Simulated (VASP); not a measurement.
**Cs3Pt: single point with PBEsol**

Crystal: Cs3Pt.

```
Cs Pt
1.0
     5.77765    0.00000    0.00000
     0.00000    5.77765    0.00000
     0.00000    0.00000    5.77765
Cs Pt
3 1
Direct
  0.02596 0.00000 0.50000
  0.00000 0.50000 0.00000
  0.50000 0.00000 0.00000
  0.50000 0.50000 0.50000
```

The cell comes from a database or a generator and needn't be the stable form of this composition.

The cell isn't the ideal one: one atom moved.

```yaml
Program: VASP 6.6.1
Task: single point
Functional: PBEsol
Potentials_or_basis: VASP PAW PBE potentials, release 64 (Cs_sv, Pt)
Cutoff: 520 eV
k_mesh: 6 × 6 × 6
Occupations: gaussian, width 0.1 eV
Spin: no spin polarisation
Dipole_correction: no
Further_INCAR_settings: ALGO = Fast; EDIFF = 1e-06; NBANDS = 26
```

```
Pressure               : -1.4 GPa
Largest force          : 0.097 eV/Å
Band gap on the k mesh : none (metal or under the smearing width)
```

Forces on the atoms (eV/Å):
```
Cs  -0.033  0.000  0.000
Cs  -0.016  0.000  0.000
Cs   0.097  0.000  0.000
Pt  -0.048  0.000  0.000
```

Levels at points of the mesh, in eV from the Fermi level:
```tsv
k point	band 14	band 15	band 16	band 17	band 18	band 19	band 20	band 21	band 22	band 23
(0.00, 0.00, 0.00)	-1.47	-1.46	-1.33	-1.33	-1.32	-1.04	1.54	1.54	1.55	1.72
(0.50, 0.00, 0.00)	-1.27	-1.25	-1.13	-1.12	-1.12	-0.43	0.31	1.54	1.54	1.58
(0.00, 0.50, 0.00)	-1.27	-1.25	-1.13	-1.13	-1.12	-0.43	0.30	1.52	1.53	1.57
(0.00, 0.00, 0.50)	-1.27	-1.25	-1.13	-1.13	-1.11	-0.44	0.29	1.50	1.53	1.56
(0.50, 0.50, 0.00)	-1.26	-1.18	-1.13	-1.13	-1.06	0.61	0.61	1.05	1.36	1.92
(0.00, 0.50, 0.50)	-1.27	-1.18	-1.13	-1.13	-1.06	0.61	0.61	1.08	1.35	1.92
(0.50, 0.00, 0.50)	-1.26	-1.18	-1.13	-1.13	-1.06	0.60	0.61	1.06	1.33	1.93
(0.50, 0.50, 0.50)	-1.38	-1.38	-1.38	-1.11	-1.11	0.94	0.94	0.96	2.24	2.24
```

Wall time 4.3 min on 1 thread of Intel(R) Xeon(R) Platinum 8559C (Emerald Rapids) (shared host), peak memory 0.5 GiB.

Caveat: the PAW data sets were made with another functional, which shifts forces and pressure a little. The run has no spin-orbit coupling, so splittings on Cs, Pt are missing.
